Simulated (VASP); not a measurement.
Runs of VASP 6.6.1 on Ru. It takes space group P6_3/mmc (No. 194, hexagonal). Conventional cell: a = 2.719 Å, b = 2.719 Å, c = 4.297 Å, α = 90.00°, β = 90.00°, γ = 120.00°. Ru (site symmetry -6m2) is surrounded by 12 Ru at 2.66 to 2.72 Å. 

| task | level | potentials or basis | cell | k mesh | cutoff (eV) | grid for exact exchange (PRECFOCK) | screening parameter | gap on the mesh (eV) | pressure (GPa) |
| --- | --- | --- | --- | --- | --- | --- | --- | --- | --- |
| single point | PBEsol | VASP PAW PBE potentials, release 64 (Ru_pv) | P6_3/mmc, 13.75 Å³/atom | 18 × 18 × 10 | 600 | - | - | none | -10.5 |
| single point | PBE | VASP PAW PBE potentials, release 64 (Ru_pv) | P6_3/mmc, 13.75 Å³/atom | 18 × 18 × 10 | 450 | - | - | none | 0.0 |
| single point | PBEsol | VASP PAW PBE potentials, release 64 (Ru_pv) | P6_3/mmc, 13.75 Å³/atom | 18 × 18 × 10 | 300 | - | - | none | (a) |
| single point | LDA | VASP PAW LDA potentials, release 64 (Ru_pv) | P6_3/mmc, 13.75 Å³/atom | 18 × 18 × 10 | 450 | - | - | none | -15.6 |
| single point | PBEsol | VASP PAW PBE potentials, release 64 (Ru_pv) | P6_3/mmc, 13.75 Å³/atom | 18 × 18 × 10 | 450 | - | - | none | -10.6 |
| single point | PBE | VASP PAW PBE potentials, release 64 (Ru_pv) | P6_3/mmc, 13.75 Å³/atom | 18 × 18 × 10 | 300 | - | - | none | -0.7 |
| relaxation of cell and atoms | PBE | VASP PAW PBE potentials, release 64 (Ru_pv) | relaxed | 18 × 18 × 10 | 600 | - | - | none | 0.0 |
| single point | HSE06 | VASP PAW PBE potentials, release 64 (Ru_pv) | P6_3/mmc, 13.75 Å³/atom | 10 × 10 × 6 | 450 | Fast | 0.2 1/A | none | (b) |

Alike in all rows: no spin polarisation; smearing methfessel-paxton 0.1 eV.

Q: Estimate the missing entries.

A: (a) -11.2; (b) -13.3.

Caveats: the PAW data sets were made with another functional, which shifts forces and pressure a little (some runs); so large a pressure means that the cell lies far from this level's equilibrium, or that cutoff or potentials fall short (some runs).

A k mesh can miss the band edges, and the runs leave out spin-orbit coupling on Ru.

A gap of «none» marks a metal or a gap under the smearing width.
